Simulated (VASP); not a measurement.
Level of theory: PBE GGA with D4 dispersion, VASP's PBE PAW potentials (set 64) (plane waves; VASP 6.6.1).

VASP ran on this input.

**POSCAR**
```
Os
1
    1.3553656755    -2.3475618608     0.0000000000
    1.3553656755     2.3475618608     0.0000000000
    0.0000000000     0.0000000000     4.2753737754
Os
2
Direct
  0.3333330000   0.6666670000   0.2500000000
  0.6666670000   0.3333330000   0.7500000000
```

**INCAR**
```
SYSTEM = Os
PREC = Accurate
ENCUT = 520
EDIFF = 1E-7
NELM = 100
ALGO = Normal
LREAL = .FALSE.
LASPH = .TRUE.
ISMEAR = 1
SIGMA = 0.1
GGA = PE
IVDW = 13
LMAXMIX = 6
LWAVE = .FALSE.
LCHARG = .FALSE.
ISIF = 4
IBRION = 2
NSW = 30
EDIFFG = -0.01
```

KPOINTS:
```
Automatic mesh
0
Gamma
15 15 9
0 0 0
```

POTCAR, in this order: Os (PBE.64 set). Program: vasp_std.

Output of the run:

### OUTCAR
```
 ion  position               nearest neighbor table
   1  0.333  0.667  0.250-   2 2.65   2 2.65   2 2.65   2 2.65   2 2.65   2 2.65
   2  0.667  0.333  0.750-   1 2.65   1 2.65   1 2.65   1 2.65   1 2.65   1 2.65
  LATTYP: Found a hexagonal cell.
 ALAT       =     2.7107310462
 C/A-ratio  =     1.5772032351
 Subroutine PRICEL returns:
 Original cell was already a primitive cell.
 Subroutine GETGRP returns: Found 24 space group operations
The static configuration has the point symmetry D_3d.
 The point group associated with its full space group is D_6h.
The dynamic configuration has the point symmetry D_3d.
 Subroutine INISYM returns: Found 24 space group operations
 Subroutine IBZKPT returns following result:
 Found    135 irreducible k-points:

 Following reciprocal coordinates:
            Coordinates               Weight
  0.000000  0.000000  0.000000      1.000000
  0.066667  0.000000  0.000000      6.000000
  0.133333  0.000000  0.000000      6.000000
  0.200000  0.000000  0.000000      6.000000
  0.266667  0.000000  0.000000      6.000000
  0.333333  0.000000  0.000000      6.000000
  0.400000  0.000000  0.000000      6.000000
  0.466667  0.000000  0.000000      6.000000
  0.066667  0.066667  0.000000      6.000000
  0.133333  0.066667  0.000000     12.000000
  0.200000  0.066667  0.000000     12.000000
  0.266667  0.066667  0.000000     12.000000
  0.333333  0.066667  0.000000     12.000000
  0.400000  0.066667  0.000000     12.000000
  0.466667  0.066667  0.000000      6.000000
  0.133333  0.133333  0.000000      6.000000
  0.200000  0.133333  0.000000     12.000000
  0.266667  0.133333  0.000000     12.000000
  0.333333  0.133333  0.000000     12.000000
  0.400000  0.133333  0.000000     12.000000
  0.200000  0.200000  0.000000      6.000000
  0.266667  0.200000  0.000000     12.000000
...
```

### OSZICAR
```
       N       E                     dE             d eps       ncg     rms          rms(c)
DAV:   1     0.107975226019E+03    0.10798E+03   -0.77200E+03  3240   0.129E+03
DAV:   2    -0.159124934512E+02   -0.12389E+03   -0.11246E+03  3364   0.406E+02
DAV:   3    -0.235508639646E+02   -0.76384E+01   -0.69681E+01  4004   0.804E+01
DAV:   4    -0.237723088625E+02   -0.22144E+00   -0.21882E+00  3404   0.141E+01
DAV:   5    -0.237753672851E+02   -0.30584E-02   -0.30569E-02  3832   0.127E+00    0.249E+01
DAV:   6    -0.227503986036E+02    0.10250E+01   -0.10132E+00  3496   0.934E+00    0.118E+01
DAV:   7    -0.224236549387E+02    0.32674E+00   -0.79770E-01  3672   0.815E+00    0.511E-01
DAV:   8    -0.224175924911E+02    0.60624E-02   -0.80274E-03  3328   0.770E-01    0.289E-01
DAV:   9    -0.224159557680E+02    0.16367E-02   -0.13462E-03  3468   0.447E-01    0.504E-02
DAV:  10    -0.224159888330E+02   -0.33065E-04   -0.45774E-05  3728   0.655E-02    0.119E-02
DAV:  11    -0.224159616663E+02    0.27167E-04   -0.56952E-06  3364   0.298E-02    0.853E-04
DAV:  12    -0.224159609254E+02    0.74093E-06   -0.11975E-07  2556   0.394E-03    0.999E-04
DAV:  13    -0.224159607766E+02    0.14883E-06   -0.10244E-08  1696   0.110E-03    0.210E-04
DAV:  14    -0.224159607355E+02    0.41013E-07   -0.33643E-09  1680   0.799E-04
   1 F= -.23854031E+02 E0= -.23854370E+02  d E =-.238540E+02
       N       E                     dE             d eps       ncg     rms          rms(c)
DAV:   1    -0.224197502687E+02   -0.37895E-02   -0.46677E-01  3300   0.603E+00    0.360E-01
DAV:   2    -0.224154970841E+02    0.42532E-02   -0.52645E-03  3920   0.975E-01    0.186E-01
DAV:   3    -0.224141407016E+02    0.13564E-02   -0.24557E-03  3568   0.432E-01    0.366E-02
DAV:   4    -0.224141485026E+02   -0.78010E-05   -0.16113E-04  3372   0.167E-01    0.178E-02
DAV:   5    -0.224141465808E+02    0.19218E-05   -0.21673E-06  3912   0.153E-02    0.541E-03
DAV:   6    -0.224141464227E+02    0.15803E-06   -0.14681E-07  2144   0.571E-03    0.114E-03
DAV:   7    -0.224141464288E+02   -0.60359E-08   -0.22737E-08  1680   0.210E-03
   2 F= -.23852235E+02 E0= -.23852367E+02  d E =0.179558E-02
       N       E                     dE             d eps       ncg     rms          rms(c)
DAV:   1    -0.224190251879E+02   -0.48788E-02   -0.20462E-01  3300   0.400E+00    0.237E-01
DAV:   2    -0.224171907128E+02    0.18345E-02   -0.22835E-03  3924   0.641E-01    0.123E-01
DAV:   3    -0.224165992076E+02    0.59151E-03   -0.10800E-03  3584   0.286E-01    0.235E-02
DAV:   4    -0.224166027381E+02   -0.35305E-05   -0.70773E-05  3352   0.111E-01    0.121E-02
DAV:   5    -0.224166019561E+02    0.78192E-06   -0.98476E-07  3880   0.102E-02    0.364E-03
DAV:   6    -0.224166018889E+02    0.67261E-07   -0.74879E-08  1748   0.408E-03
   3 F= -.23854655E+02 E0= -.23854945E+02  d E =-.623640E-03
```

File OUTCAR:
```
------------------------ aborting loop because EDIFF is reached ----------------------------------------
  Edisp (eV):   -1.43805
  FORCE on cell =-STRESS in cart. coord.  units (eV):
  Direction    XX          YY          ZZ          XY          YZ          ZX
  --------------------------------------------------------------------------------------
  Total       2.37722     2.37722     2.36900     0.00000     0.00000     0.00000
  in kB     139.99180   139.99176   139.50780     0.00000     0.00000     0.00000
  external pressure =      139.83 kB  Pullay stress =        0.00 kB
  volume of cell :       27.21
      direct lattice vectors                 reciprocal lattice vectors
     1.353567024 -2.344446492 -0.000000000     0.369394342 -0.213269956  0.000000000
     1.353567024  2.344446492 -0.000000000     0.369394342  0.213269956 -0.000000000
     0.000000000  0.000000000  4.286743783     0.000000000  0.000000000  0.233277296
 POSITION                                       TOTAL-FORCE (eV/Angst)
 -----------------------------------------------------------------------------------
      1.35357      0.78148      1.07169         0.000000      0.000000      0.000000
      1.35357     -0.78148      3.21506        -0.000000     -0.000000      0.000000
 -----------------------------------------------------------------------------------
    total drift:                                0.000000      0.000018     -0.000020
  FREE ENERGIE OF THE ION-ELECTRON SYSTEM (eV)
  ---------------------------------------------------
  free  energy   TOTEN  =       -23.8546546527 eV

  energy  without entropy=      -23.8555266022  energy(sigma->0) =      -23.85494530

 reached required accuracy - stopping structural energy minimisation
```
(Selected blocks of OUTCAR.)

File CONTCAR:
```
Os
   1.00000000000000
     1.3535670237501467   -2.3444464922608126   -0.0000000000000000
     1.3535670237501467    2.3444464922608126   -0.0000000000000000
     0.0000000000000000    0.0000000000000000    4.2867437829150514
  Os
     2
Direct
     0.3333330000000032    0.6666669999999968    0.2500000000000000
     0.6666669999999968    0.3333330000000032    0.7500000000000000
```

**OUTCAR**
```
 val. band max:        9.9031713498   @ k =   0.0000   0.0000   0.0000

 cond. band min:       9.9423681882   @ k =   0.2000   0.0667   0.3333


 Fermi energy:         9.9039106718

 k-point     1 :       0.0000    0.0000    0.0000
  band No.  band energies     occupation
      1      -1.3020      2.00000
      2       1.8301      2.00000
      3       6.7135      2.00000
      4       6.7135      2.00000
      5       6.9541      2.00000
      6       7.5891      2.00000
      7       7.5891      2.00000
      8       8.2967      2.00000
      9       8.2968      2.00000
     10       9.9032      1.01251
     11      11.6630     -0.00000
     12      11.6630     -0.00000

 k-point     2 :       0.0667    0.0000    0.0000
  band No.  band energies     occupation
      1      -1.1156      2.00000
      2       1.9966      2.00000
      3       6.3248      2.00000
      4       6.8791      2.00000
      5       7.2883      2.00000
      6       7.4788      2.00000
      7       7.7440      2.00000
      8       8.0539      2.00000
      9       8.1617      2.00000
     10       9.1232      2.00000
     11      11.7577     -0.00000
     12      12.7294      0.00000

 k-point     3 :       0.1333    0.0000    0.0000
  band No.  band energies     occupation
      1      -0.5798      2.00000
      2       2.4449      2.00000
      3       5.7935      2.00000
      4       7.1174      2.00000
      5       7.1500      2.00000
      6       7.3667      2.00000
      7       7.8092      2.00000
      8       7.8207      2.00000
      9       8.1985      2.00000
     10       8.4773      2.00000
     11      11.9825      0.00000
     12      14.4594      0.00000

 k-point     4 :       0.2000    0.0000    0.0000
  band No.  band energies     occupation
      1       0.2278      2.00000
      2       2.9665      2.00000
      3       5.3866      2.00000
      4       5.9375      2.00000
      5       6.8295      2.00000
      6       7.3931      2.00000
...
```

Unless said otherwise, spin-orbit coupling is left out, though it shifts the bands of the heavy elements here.

The compound is Os in the hcp structure. This cell is one point of a volume scan, at 0.97 of the reference volume. Symmetry was kept, so distortions that lower it aren't found.
